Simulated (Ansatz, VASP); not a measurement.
# Cross-check of Pb2SO between VASP and Ansatz

Aim: how closely do two programs agree when they are given the same cell, functional and k mesh? The cell is invented: As first built, before any earlier steps moved the atoms (in the runner's words): it takes the PbS structure with some of its atoms replaced by other elements, volume scaled by an estimate. It may not be a known or stable phase. The cell is taken from a series of VASP runs on this material, whose earlier steps may have relaxed, scaled or displaced it; both programs get it as it stands.

Method: plane waves, with VASP 6.6.1 beside it; band structure at PBE and single point at PBE, in Ansatz 0.2.0.

**1. The starting structure**

The structure is hexagonal, space group P-6m2 (No. 187). Conventional cell: a = 3.801 Å, b = 3.801 Å, c = 7.136 Å, α = 90.00°, β = 90.00°, γ = 120.00°. Pb has 3 O at 2.71 Å and 3 S at 2.95 Å nearest. S has 6 Pb at 2.95 Å nearest. Nearest to O lie 6 Pb at 2.71 Å. As first built, before any earlier steps moved the atoms (in the runner's words): sites of the PbS structure (space group 187) filled with other elements, volume scaled by an estimate. Farther neighbours and most contacts between anions are not listed.

**2. Ansatz: band structure, PBE**

Ansatz runs on its default PAW (the set named soft_2) files.

A single point gives forces, pressure and levels at one fixed geometry, so differences don't come from the geometry; what else differs is listed under the comparison.

input.yaml reads:

```yaml
crystal:
  lattice:
    - [3.8005449973, 9.3e-09, 0.0]
    - [-1.9002729825, 3.2913691168, 0.0]
    - [0.0, 0.0, 7.1359378745]
  atoms:
    - { symbol: Pb, position: [0.0, 0.0, 0.2759835236] }
    - { symbol: Pb, position: [0.0, 0.0, 0.7240164764] }
    - { symbol: S, position: [0.66666667, 0.33333333, 0.0] }
    - { symbol: O, position: [0.66666667, 0.33333333, 0.5] }
hamiltonian:
  xc: pbe
  pseudopotentials: { kind: paw }
kpoints:
  mp_grid: { grid: [6, 6, 3] }
  band_path:
    path:
      - [0.0, 0.0, 0.0]
      - [0.13333, 0.0, 0.0]
      - [0.3, 0.0, 0.0]
      - [0.46667, 0.0, 0.0]
      - [0.46667, 0.06667, 0.0]
      - [0.41111, 0.17778, 0.0]
      - [0.35556, 0.28889, 0.0]
      - [0.28889, 0.28889, 0.0]
      - [0.17778, 0.17778, 0.0]
      - [0.06667, 0.06667, 0.0]
      - [0.0, 0.0, 0.03333]
      - [0.0, 0.0, 0.2]
      - [0.0, 0.0, 0.36667]
      - [0.0, 0.0, 0.5]
      - [0.16667, 0.0, 0.5]
      - [0.3, 0.0, 0.5]
      - [0.46667, 0.0, 0.5]
      - [0.46667, 0.06667, 0.5]
      - [0.41111, 0.17778, 0.5]
      - [0.35556, 0.28889, 0.5]
      - [0.28889, 0.28889, 0.5]
      - [0.17778, 0.17778, 0.5]
      - [0.06667, 0.06667, 0.5]
      - [0.5, 0.0, 0.46667]
      - [0.5, 0.0, 0.3]
      - [0.5, 0.0, 0.13333]
      - [0.33333, 0.33333, 0.0]
      - [0.33333, 0.33333, 0.16667]
      - [0.33333, 0.33333, 0.33333]
      - [0.33333, 0.33333, 0.5]
    npoints: 1
scf:
  occupations: { method: fermi_dirac, width: 0.05 }
  n_extra_bands: 8
output:
  forces: true
  stress: true
  eigenvalues: true
  write_density: true
  write_potential: true
  elf: true
  volumetric_format: npy
```

Command:

```console
> ansatz run input.yaml --threads 2 --pin off --max-ram 4608MiB --backend cpu --events-out ev --progress --plain --runs-dir out
```

Numbers of over 12 decimals in the logs are rounded to 6 here.

Output:

```text
Warning: the atoms were moved onto the symmetric positions of the space group found under crystal.symmetry.tolerance 1.0e-5 (fractional; no operation is sought that the atoms, as they stand in a round, miss by more than twice it, and no atom is moved by as much as it), and the run uses the moved positions. Before a round's move an operation carried an atom to 1.90e-8 Å from where it should land, the largest such dist [...]
scf.n_extra_bands = 8 over 20 filled bands (N_el = 40.0): the run solves 28 bands
Engine: ansatz 0.2.0, x86_64-unknown-linux-gnu
Pseudopotentials: kind: paw
Pseudopotential: Pb, paw, valence charge 14, recommended cutoff 420 eV (normal), Pb.paw.azcp
Pseudopotential: S, paw, valence charge 6, recommended cutoff 420 eV (normal), S.paw.azcp
Pseudopotential: O, paw, valence charge 6, recommended cutoff 420 eV (normal), O.paw.azcp
Functional definition: PBE
  parameter kappa = 0.804
  parameter beta = 0.066725
  exchange = pbe_x(kappa = kappa, mu = beta*pi^2/3)
  correlation = pbe_c(beta = beta)
Crystal: 4 atoms, lattice volume = 89.263 Å³
Basis set: ecut = 420 eV, 1763 PW (Γ), exchange–correlation on 54×54×96 points (8 copies of the dense FFT grid, shifted against one another)
Bands: 28, of which v1, the nominal top of the filled ones, is band 20 counted from 1 (19 counted from 0)
Symmetry: 12 space group operations
Space group: P-6m2 (ITA 187), of the structure as read, at distance tolerance 4.5e-5 Å
k-points: 14 of 108 (time reversal used)
Non-local potential: Pb, projectors of the file, l = 0: 2, l = 1: 2, l = 2: 2, l = 3: 2
Non-local potential: S, projectors of the file, l = 0: 2, l = 1: 2, l = 2: 2
Non-local potential: O, projectors of the file, l = 0: 2, l = 1: 2, l = 2: 1
PAW form: soft (Blöchl's): semilocal exchange-correlation on the pseudo side does not see the compensation charge
PAW one-centre angular grid: Pb, 590 points (default); XC on 64 Gauss nodes
PAW one-centre angular grid: S, 110 points (default); XC on 64 Gauss nodes
PAW one-centre angular grid: O, 110 points (default); XC on 64 Gauss nodes
Initial density: superposition of atomic densities (neutral atoms: chi_scale 0, normalization atom), corrected by the library's trained network
Initial wavefunctions: pseudopotential atomic-orbital guess
Functional: x = pbe(κ = 0.804, μ = 0.219515), c = pbe(β = 0.066725)
SCF iter   1: F=—  HF=-25282.067544 eV  |F-HF|=—  |Δ(HF+E_count)|=         —  Δρ=2.09e-3  dr2=2.95e-3  ethr=1.77e-3  ⟨swp⟩=7.6  Hψ=2001  notcnv=0  defer=4
preconditioner: auto → Resta (q_TF=auto, 2.387 Å⁻¹)  ε∞=3.4  [insulator: Δε(μ)=0.233 eV  Ē_g=16.101 eV  σ=0.050 eV  W_gap=0.65  n_scr=22 (ndim 8)  ℏωp=24.9 eV  f_vac=0.007  D(μ)=0.28/eV (n_scr^D=0)  ε∞_Penn≈3.4]
SCF iter   2: F=—  HF=-25282.065216 eV  |F-HF|=—  |Δ(HF+E_count)|=   2.33e-3  Δρ=1.14e-3  dr2=1.25e-3  ethr=7.38e-6  ⟨swp⟩=2.1  Hψ=770  notcnv=0  defer=21
SCF iter   3: F=—  HF=-25282.065769 eV  |F-HF|=—  |Δ(HF+E_count)|=   5.53e-4  Δρ=4.89e-4  dr2=4.44e-4  ethr=3.11e-6  ⟨swp⟩=2.0  Hψ=635  notcnv=0  defer=21
SCF iter   4: F=—  HF=-25282.065654 eV  |F-HF|=—  |Δ(HF+E_count)|=   1.15e-4  Δρ=1.75e-4  dr2=4.70e-5  ethr=1.11e-6  ⟨swp⟩=2.5  Hψ=655  notcnv=0  defer=21
SCF iter   5: F=—  HF=-25282.065659 eV  |F-HF|=—  |Δ(HF+E_count)|=   5.08e-6  Δρ=2.97e-5  dr2=1.42e-6  ethr=1.18e-7  ⟨swp⟩=2.1  Hψ=630  notcnv=0  defer=21
SCF iter   6: F=-25282.065660 eV  HF=-25282.065660 eV  |F-HF|=3.81e-8  |Δ(HF+E_count)|=   1.54e-6  Δρ=6.46e-6  dr2=4.25e-8  ethr=2.50e-10  ⟨swp⟩=12.9  Hψ=3088  notcnv=0
SCF 1 converged in 6 iterations: F = -25282.065660 eV  dr2 = 4.25e-8
  greatest PAW one-centre occupation: 0.982 electrons in one spin orbital (limit 2), on the Pb atom at site 1 (counted from 0), in its partial waves of l = 2
NSCF: frozen V_eff on 30 k-points
SCF converged after 6 iterations
Free energy (F): -25282.065660 eV
Harris-Foulkes:  -25282.065660 eV  (|F-HF|=3.81e-8)
Internal energy: -25282.063490 eV  (E = F + TS)
E sigma→0 (E₀):  -25282.064575 eV
Entropy (-TS):   -0.002170 eV (-0.542 meV/atom)
Fermi energy:    8.900128 eV
--- Per-component energies (eV) ---
  E_band       = -94.981058
  E_kinetic    = 852.312830
  E_local      = -2617.402172  (includes V_loc(G=0)·N_el)
  E_nonlocal   = 776.637645
  E_hartree    = 1020.527697
  E_xc         = -613.080949
  E_vxc        = -446.832890  (∫ρ·V_xc dr)
  E_paw        = -21563.809645  (= ΣΔE_a)
  E_vpaw       = -700.757678  (= ΣTr[D̂ρ^β])
  E_aug_tail   = 0.002433  (compensation charges beyond the density's cutoff)
  E_ewald      = -3137.251330
  E_smearing   = -0.002170  (= −TS)
  E_closure    = 0.000000  (closes the sum)
  Σ components = -25282.065660   (vs F -25282.065660, Δ=0.00e0)
--- Forces (eV/Å), atoms counted from 1 ---
  atom   1  Pb    -0.00000000    -0.00000000    -0.00093266
  atom   2  Pb    -0.00000000    -0.00000000     0.00093266
  atom   3  S      0.00000000     0.00000000     0.00000000
  atom   4  O     -0.00000000     0.00000000     0.00000000
  max |Σ_I F_I| component: 2.98e-16 eV/Å
--- Stress (GPa, compression-positive) ---
        0.057747      -0.000000       0.000000
       -0.000000       0.057747       0.000000
        0.000000       0.000000       0.028444
  P = ⅓ Tr σ = 0.0480 GPa (0.480 kbar)
--- Band table (eV; the first three rows and the last of 14) ---
  k-point 0: bands = [... 16 lower, 6.9552, 7.9307, 7.9307, 9.1017, 9.7495, 13.5752, 13.5752, 14.5117, ... 4 higher]
  k-point 1: bands = [... 16 lower, 6.9855, 7.8703, 7.8979, 7.8979, 11.6682, 13.7427, 13.7427, 13.9312, ... 4 higher]
  k-point 2: bands = [... 16 lower, 6.7804, 7.0862, 7.7520, 8.3182, 10.9119, 12.1319, 13.1738, 13.7127, ... 4 higher]
  k-point 13: bands = [... 16 lower, 5.7892, 6.2256, 6.5629, 8.1828, 9.7525, 11.3917, 11.8651, 12.1573, ... 4 higher]
```

Wall time 2.4 s (2 threads of Intel Xeon 6975P-C (Granite Rapids), shared host); peak memory 0.39 GiB.

The column dr2 measures how far the density is from self-consistency, as an energy; F and HF (Harris–Foulkes) agree once it is small.

**3. VASP: band structure, PBE**

The same cell, functional, mesh and smearing now go to VASP, with its own data sets and cutoff.

Lines of VASP's logs that name or quote its potential files are left out, and so is its time.

INCAR reads:

```
SYSTEM = Pb2SO
PREC = Accurate
ENCUT = 520
EDIFF = 1E-06
NELM = 100
ISMEAR = -1
SIGMA = 0.05
LREAL = .FALSE.
ALGO = Normal
GGA = PE
LORBIT = 11
LWAVE = .FALSE.
LCHARG = .FALSE.
KPAR = 2
```

POSCAR reads:

```
Pb2SO
1.0
    3.8005449973      0.0000000093      0.0000000000
   -1.9002729825      3.2913691168      0.0000000000
    0.0000000000      0.0000000000      7.1359378745
Pb S O
2 1 1
Direct
    0.0000000000      0.0000000000      0.2759835236
    0.0000000000      0.0000000000      0.7240164764
    0.6666666700      0.3333333300      0.0000000000
    0.6666666700      0.3333333300      0.5000000000
```

KPOINTS reads:

```
Automatic mesh
0
Gamma
6 6 3
0 0 0
```

KPOINTS_OPT reads:

```
Line mode
16
Line-mode
Reciprocal
  0.00000000   0.00000000   0.00000000 GAMMA
  0.50000000   0.00000000   0.00000000 M

  0.50000000   0.00000000   0.00000000 M
  0.33333333   0.33333333   0.00000000 K

  0.33333333   0.33333333   0.00000000 K
  0.00000000   0.00000000   0.00000000 GAMMA

  0.00000000   0.00000000   0.00000000 GAMMA
  0.00000000   0.00000000   0.50000000 A

  0.00000000   0.00000000   0.50000000 A
  0.50000000   0.00000000   0.50000000 L

  0.50000000   0.00000000   0.50000000 L
  0.33333333   0.33333333   0.50000000 H

  0.33333333   0.33333333   0.50000000 H
  0.00000000   0.00000000   0.50000000 A

  0.50000000   0.00000000   0.50000000 L
  0.50000000   0.00000000   0.00000000 M

  0.33333333   0.33333333   0.00000000 K
  0.33333333   0.33333333   0.50000000 H
```

The projector-augmented-wave data sets are Pb_d, S and O (PBE family, release 64).

Command:

```console
> mpirun -np 2 vasp_std
```

Output:

```text
[banner, memory and clock lines left out]
running    2 mpi-ranks, on    1 nodes
 distrk:  each k-point on    1 cores,    2 groups
 distr:  one band on    1 cores,    1 groups

 POSCAR found type information on POSCAR PbS O
 POSCAR found :  3 types and       4 ions
 LDA part: xc-table for (Slater+PW92), standard interpolation
 POSCAR, INCAR and KPOINTS ok, starting setup
 FFT: planning ... GRIDC
 FFT: planning ... GRID_SOFT
 FFT: planning ... GRID
 WAVECAR not read
 entering main loop
       N       E                     dE             d eps       ncg     rms          rms(c)
DAV:   1     0.440098786645E+03    0.44010E+03   -0.20250E+04   672   0.190E+03
DAV:   2     0.349420032926E+02   -0.40516E+03   -0.39975E+03   696   0.479E+02
DAV:   3    -0.197557279797E+02   -0.54698E+02   -0.53482E+02   960   0.186E+02
DAV:   4    -0.215767096638E+02   -0.18210E+01   -0.18195E+01   744   0.378E+01
DAV:   5    -0.216390725713E+02   -0.62363E-01   -0.62353E-01   984   0.671E+00    0.103E+01
DAV:   6    -0.191310241934E+02    0.25080E+01   -0.24842E+01   976   0.312E+01    0.823E+00
DAV:   7    -0.184957631234E+02    0.63526E+00   -0.92387E+00   912   0.131E+01    0.312E+00
DAV:   8    -0.184628321149E+02    0.32931E-01   -0.59269E-01   792   0.493E+00    0.177E+00
DAV:   9    -0.184620656556E+02    0.76646E-03   -0.11434E-01  1080   0.232E+00    0.530E-01
DAV:  10    -0.184587482607E+02    0.33174E-02   -0.33701E-02  1040   0.120E+00    0.135E-01
DAV:  11    -0.184591978491E+02   -0.44959E-03   -0.19410E-03   752   0.268E-01    0.473E-02
DAV:  12    -0.184593244058E+02   -0.12656E-03   -0.26966E-04   896   0.155E-01    0.264E-02
DAV:  13    -0.184593197710E+02    0.46348E-05   -0.54025E-05  1056   0.538E-02    0.181E-02
DAV:  14    -0.184593193229E+02    0.44817E-06   -0.14774E-05   904   0.224E-02    0.623E-03
DAV:  15    -0.184593194971E+02   -0.17426E-06   -0.80649E-07   520   0.720E-03
   1 F= -.18459319E+02 E0= -.18458233E+02  d E =-.217321E-02
 Start KPOINTS_OPT (optional k-point list driver)
k-point batch [1-14\144]
       N       E                     dE             ncg
DAV:   1     0.341565333229E+04   -0.42089E+04      672
DAV:   2    -0.220681794245E+04   -0.56225E+04      680
DAV:   3    -0.296904646385E+04   -0.76223E+03      904
DAV:   4    -0.299979714531E+04   -0.30751E+02      744
DAV:   5    -0.300103964615E+04   -0.12425E+01     1000
DAV:   6    -0.300106626631E+04   -0.26620E-01      872
DAV:   7    -0.300106682961E+04   -0.56330E-03     1040
DAV:   8    -0.300106683599E+04   -0.63833E-05      728
DAV:   9    -0.300106683629E+04   -0.29788E-06      624
[...]
k-point batch [141-144\144]
       N       E                     dE             ncg
DAV:   1     0.153296995991E+05   -0.46913E+04      192
DAV:   2     0.137460690141E+05   -0.15836E+04      216
DAV:   3     0.135762669829E+05   -0.16980E+03      240
DAV:   4     0.135697734358E+05   -0.64935E+01      232
DAV:   5     0.135695033409E+05   -0.27009E+00      264
DAV:   6     0.135694902240E+05   -0.13117E-01      248
DAV:   7     0.135694898470E+05   -0.37703E-03      272
DAV:   8     0.135694898441E+05   -0.28981E-05      216
DAV:   9     0.135694898440E+05   -0.90044E-07      184
```

Parts of OUTCAR (step 3):

```text
ion  position               nearest neighbor table
   1  0.000  0.000  0.276-   4 2.71   4 2.71   4 2.71   3 2.95   3 2.95   3 2.95   2 3.20   2 3.94

  LATTYP: Found a hexagonal cell.
 ALAT       =     3.8005449973
 C/A-ratio  =     1.8776091007

 Subroutine GETGRP returns: Found 12 space group operations
 (whereof 12 operations were pure point group operations)

The static configuration has the point symmetry D_3h.

 Found     14 irreducible k-points:

   k-points           NKPTS =     14   k-points in BZ     NKDIM =     14   number of bands    NBANDS=     24

   dimension x,y,z NGX =    28 NGY =   28 NGZ =   54
   dimension x,y,z NGXF=    56 NGYF=   56 NGZF=  108

   ENCUT  =  520.0 eV  38.22 Ry    6.18 a.u.   7.07  7.07 13.27*2*pi/ulx,y,z

   NELECT =      40.0000    total number of electrons

 k-points in reciprocal lattice and weights: Automatic mesh
   0.00000000  0.00000000  0.00000000       0.009
   0.16666667  0.00000000  0.00000000       0.056
   0.33333333  0.00000000  0.00000000       0.056
   0.50000000  0.00000000  0.00000000       0.028
   0.16666667  0.16666667  0.00000000       0.056
   0.33333333  0.16666667  0.00000000       0.111
   0.33333333  0.33333333  0.00000000       0.019
   0.00000000  0.00000000  0.33333333       0.019
   0.16666667  0.00000000  0.33333333       0.111
[...]
0.33333333  0.16666667  0.33333333       0.222
   0.33333333  0.33333333  0.33333333       0.037

 average (electrostatic) potential at core
       1 -91.4307       2 -91.4307       3 -85.1463       4 -68.6545

 E-fermi :   5.8414

 k-point     1 :       0.0000    0.0000    0.0000
  band No.  band energies     occupation
    ...
     15       3.5408      2.00000
     16       3.9010      2.00000
     17       3.9010      2.00000
     18       4.8754      2.00000
     19       4.8754      2.00000
     20       6.0419      0.03562
     21       6.6934      0.00000
     22      10.5213      0.00000
     23      10.5213      0.00000
     24      11.4564      0.00000

 k-point     2 :       0.1667    0.0000    0.0000
  band No.  band energies     occupation
    ...
     16       3.7134      2.00000
     17       3.7270      2.00000
     18       4.0308      2.00000
     19       4.6967      2.00000
     20       5.2575      1.99998
     21       7.8559      0.00000
     22       9.0741      0.00000
     23      10.1176      0.00000
     24      10.6581      0.00000

 k-point     3 :       0.3333    0.0000    0.0000
  band No.  band energies     occupation
    ...
     16       3.2215      2.00000
     17       3.3178      2.00000
     18       3.9927      2.00000
     19       4.1574      2.00000
     20       4.4574      2.00000
     21       7.5847      0.00000
     22       8.8959      0.00000
     23       9.0018      0.00000
     24       9.5733      0.00000

  Total       -0.0034734     -0.0034734     -0.0226634      0.0000000      0.0000000      0.0000000
  in kB       -0.0623437     -0.0623437     -0.4067825      0.0000000      0.0000000      0.0000000
  external PRESSURE =      -0.1771566 kB  Pullay stress =       0.0000000 kB

  energy-cutoff  :      520.00
  volume of cell :       89.26
      direct lattice vectors                 reciprocal lattice vectors
     3.800544997  0.000000009  0.000000000     0.263120158  0.151912505  0.000000000
    -1.900272982  3.291369117  0.000000000    -0.000000001  0.303824932  0.000000000
     0.000000000  0.000000000  7.135937874     0.000000000  0.000000000  0.140135749

 POSITION                                       TOTAL-FORCE (eV/Angst)
 -----------------------------------------------------------------------------------
      0.00000      0.00000      1.96940         0.000000      0.000000     -0.004992
      0.00000      0.00000      5.16654         0.000000      0.000000      0.004992
      1.90027      1.09712      0.00000         0.000000      0.000000      0.000000
      1.90027      1.09712      3.56797        -0.000000     -0.000000      0.000000
 -----------------------------------------------------------------------------------
    total drift:                               -0.000025      0.000030      0.000000

  FREE ENERGIE OF THE ION-ELECTRON SYSTEM (eV)
  ---------------------------------------------------
  free  energy   TOTEN  =       -18.4593194971 eV

  energy  without entropy=      -18.4571462882  energy(sigma->0) =      -18.45823289

 total charge
# of ion       s       p       d       tot
------------------------------------------
    1        1.480   0.493   9.846  11.818
    2        1.480   0.493   9.846  11.818
    3        1.356   2.338   0.000   3.695
    4        1.587   3.254   0.000   4.841
--------------------------------------------------
tot          5.903   6.579  19.691  32.172

[... 3 further parts left out ...]
```

The run ends at a pressure of -0.02 GPa, with forces up to 0.0050 eV/Å.

**4. Comparison**

Known differences besides the potentials themselves: the cutoff is 420 eV in Ansatz and 520 eV in VASP; VASP leaves aspherical gradient terms in its spheres out (LASPH is not set), Ansatz keeps them. Total energies have different zeros and are not compared.

The two programs side by side:

```
                                        quantity  Ansatz   VASP  difference
                                  pressure (GPa)    0.05  -0.02       +0.07
pressure without Ansatz's Pulay correction (GPa)   -0.11  -0.02       -0.09
```

At this near-relaxed geometry the largest component of a force difference is 4 meV/Å. Levels from 3 eV below to 2 eV above the Fermi level differ by 3 meV r.m.s. and 5 meV at most; each VASP level is matched to the nearest of Ansatz, which flatters the figure a little. Ansatz's pressure holds a Pulay correction of 0.16 GPa; VASP's holds none.

[end of part 1 of 2]

[Lines on the potential files, build, host, timing and source positions are cut from VASP's logs without a mark.]

[Logs are printed without paths, hosts, clocks, repeated set-up lines and the standing remarks that a program may print on its own settings, such as how far it seeks lower states.]

[Hosts, paths, dates, database ids (printed as entryN), source tags and the programs' standing remarks are cut or masked in the printed files.]
